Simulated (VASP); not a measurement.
These are PBEsol GGA, VASP's PBE PAW potentials (set 64) (plane waves; VASP) values and carry that method's errors.

A VASP calculation is set up with these files.

KPOINTS:
```
Automatic mesh
0
Gamma
5 5 5
0 0 0
```

### INCAR
```
! general
SYSTEM =PbSe
PREC   =Accurate
ENCUT  =300
LREAL  =.False.
LASPH  =.True.

! electronic loop
EDIFF  =1E-6
NELM   =100
ALGO   =Normal
LMAXMIX=4

! smearing
ISMEAR =-1
SIGMA  =0.01

! functional
GGA    =PS

! ions
ISIF   =2

! output
LWAVE  =.False.
LCHARG =.False.
```

### POSCAR
```
PbSe
1
    0.0000000000     2.9988000000     2.9988000000
    2.9988000000     0.0000000000     2.9988000000
    2.9988000000     2.9988000000     0.0000000000
Pb Se
1 1
Direct
  0.0000000000   0.0000000000   0.0000000000
  0.5000000000   0.5000000000   0.5000000000
```

POTCAR, in this order: Pb_d Se (PBE.64 set). Program: vasp_std.

The resulting files:

### OUTCAR
```
 ion  position               nearest neighbor table
   1  0.000  0.000  0.000-   2 3.00   2 3.00   2 3.00   2 3.00   2 3.00   2 3.00
   2  0.500  0.500  0.500-   1 3.00   1 3.00   1 3.00   1 3.00   1 3.00   1 3.00
  LATTYP: Found a face centered cubic cell.
 ALAT       =     5.9976000000
 Subroutine PRICEL returns:
 Original cell was already a primitive cell.
 Subroutine GETGRP returns: Found 48 space group operations
The static configuration has the point symmetry O_h .
The dynamic configuration has the point symmetry O_h .
 Subroutine INISYM returns: Found 48 space group operations
 Subroutine IBZKPT returns following result:
 Found     10 irreducible k-points:

 Following reciprocal coordinates:
            Coordinates               Weight
  0.000000  0.000000  0.000000      1.000000
  0.200000  0.000000  0.000000      8.000000
  0.400000  0.000000  0.000000      8.000000
  0.200000  0.200000  0.000000      6.000000
  0.400000  0.200000  0.000000     24.000000
 -0.400000  0.200000  0.000000     24.000000
 -0.200000  0.200000  0.000000     12.000000
  0.400000  0.400000  0.000000      6.000000
 -0.400000  0.400000  0.000000     12.000000
...
```

### OSZICAR
```
       N       E                     dE             d eps       ncg     rms          rms(c)
DAV:   1     0.134076649971E+03    0.13408E+03   -0.73311E+03   280   0.970E+02
DAV:   2     0.653995695686E-01   -0.13401E+03   -0.13190E+03   304   0.299E+02
DAV:   3    -0.897717580875E+01   -0.90426E+01   -0.90118E+01   358   0.849E+01
DAV:   4    -0.913376420853E+01   -0.15659E+00   -0.15653E+00   320   0.135E+01
DAV:   5    -0.913732727500E+01   -0.35631E-02   -0.35630E-02   366   0.174E+00    0.293E+00
DAV:   6    -0.891550645429E+01    0.22182E+00   -0.55649E-01   428   0.646E+00    0.176E+00
DAV:   7    -0.890685573400E+01    0.86507E-02   -0.96699E-02   308   0.186E+00    0.859E-01
DAV:   8    -0.890706538186E+01   -0.20965E-03   -0.87332E-03   334   0.123E+00    0.803E-02
DAV:   9    -0.890689283238E+01    0.17255E-03   -0.14848E-03   416   0.452E-01    0.434E-02
DAV:  10    -0.890690616472E+01   -0.13332E-04   -0.10307E-04   298   0.743E-02    0.160E-02
DAV:  11    -0.890690431672E+01    0.18480E-05   -0.28357E-05   406   0.623E-02    0.644E-03
DAV:  12    -0.890690422078E+01    0.95935E-07   -0.28407E-06   316   0.212E-02
   1 F= -.89069042E+01 E0= -.89069042E+01  d E =-.311272E-12
```

### OUTCAR
```
------------------------ aborting loop because EDIFF is reached ----------------------------------------
  FORCE on cell =-STRESS in cart. coord.  units (eV):
  Direction    XX          YY          ZZ          XY          YZ          ZX
  --------------------------------------------------------------------------------------
  Total        0.8498277      0.8498277      0.8498277      0.0000000      0.0000000      0.0000000
  in kB       25.2446274     25.2446274     25.2446274      0.0000000      0.0000000      0.0000000
  external PRESSURE =      25.2446274 kB  Pullay stress =       0.0000000 kB
  volume of cell :       53.94
      direct lattice vectors                 reciprocal lattice vectors
     0.000000000  2.998800000  2.998800000    -0.166733360  0.166733360  0.166733360
     2.998800000  0.000000000  2.998800000     0.166733360 -0.166733360  0.166733360
     2.998800000  2.998800000  0.000000000     0.166733360  0.166733360 -0.166733360
  FREE ENERGIE OF THE ION-ELECTRON SYSTEM (eV)
  ---------------------------------------------------
  free  energy   TOTEN  =        -8.9069042208 eV

  energy  without entropy=       -8.9069042208  energy(sigma->0) =       -8.90690422
```
(Selected blocks of OUTCAR.)

At this cut-off the stress carries a Pulay error, which pulls relaxed volumes low.

The structure is a typed PbSe crystal. The cell was not relaxed at this level, and its volume differs by -5.9 % from the start's.
